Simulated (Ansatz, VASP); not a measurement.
Ca2BF in VASP and in Ansatz

Contents of INCAR:

```
PREC     = Accurate       # precision mode
ENCUT    = 600            # plane-wave cutoff, eV
EDIFF    = 1E-6           # SCF threshold, eV
ISMEAR   = 0              # smearing method
SIGMA    = 0.1            # smearing width, eV
LREAL    = False          # projectors in reciprocal space
LASPH    = True           # aspherical terms in the spheres
NELM     = 60             # most SCF steps
ALGO     = Normal         # electronic algorithm
ISIF     = 3              # what is computed and relaxed
LWAVE    = False          # write WAVECAR
LCHARG   = False          # write CHGCAR
GGA      = PE             # functional
IBRION   = 2              # ionic algorithm
NSW      = 90             # ionic steps
EDIFFG   = -0.04          # ionic threshold
```

Contents of KPOINTS:

```
regular mesh
0
Gamma
  6 6 4
```

POSCAR

```
Ca2BF
1.0
    3.5516889600      0.0000000000      0.0000000000
   -1.7758444800      3.0758528700      0.0000000000
    0.0000000000      0.0000000000      5.8087244000
Ca B F
2 1 1
Direct
    0.3333333300      0.6666666700      0.6976160900
    0.6666666700      0.3333333300      0.3023839100
    0.0000000000      0.0000000000      0.0000000000
    0.0000000000      0.0000000000      0.5000000000
```

Input for Ansatz:

```yaml
crystal:
  lattice:
    - [3.55168896, 0.0, 0.0]
    - [-1.77584448, 3.07585287, 0.0]
    - [0.0, 0.0, 5.8087244]
  atoms:
    - { symbol: Ca, position: [0.33333333, 0.66666667, 0.69761609] }
    - { symbol: Ca, position: [0.66666667, 0.33333333, 0.30238391] }
    - { symbol: B, position: [0.0, 0.0, 0.0] }
    - { symbol: F, position: [0.0, 0.0, 0.5] }
basis:
  ecutwfc: 420
kpoints:
  mp_grid: { grid: [6, 6, 4] }
hamiltonian:
  xc: pbe
scf:
  occupations: { method: gaussian, width: 0.1 }
  lower_state_search: "off"
output:
  forces: true
  stress: true
  eigenvalues: true
relax:
  adjacent_minimum: "off"
  f_tol: 0.04
  max_steps: 70
  cell: { stress_tol: 0.4 }
```

Alike in both runs: task relaxation of cell and atoms; functional PBE; k mesh 6 × 6 × 4; occupations gaussian, width 0.1 eV; no spin polarisation.

|  | VASP | Ansatz |
| --- | --- | --- |
| version | VASP 6.6.1 | Ansatz 0.2.0 |
| potentials or method | VASP PAW PBE potentials, release 64 (Ca_sv, B, F) | scalar-relativistic, plane waves, PAW |
| plane-wave cutoff (eV) | 600 | 420 |
| valence electrons in the cell | 30 | 30 |

VASP gave:

* gap on the k mesh at the Fermi level, each at its own relaxed structure (eV): none
* relaxed volume (Å³/atom): 18.96
* relaxed cell length with the largest relative difference (Å): 6.874
* energy change over the relaxation (meV/atom): -411

What did Ansatz give for the same quantities?

gap on the k mesh at the Fermi level, each at its own relaxed structure (eV): none; relaxed volume (Å³/atom): 18.95; relaxed cell length with the largest relative difference (Å): 6.890; energy change over the relaxation (meV/atom): -408.

A gap of «none» marks a metal or a gap that the smearing closes.

Caveats: the volume moved by over 15 % at a fixed basis, so the end points are rough (VASP).
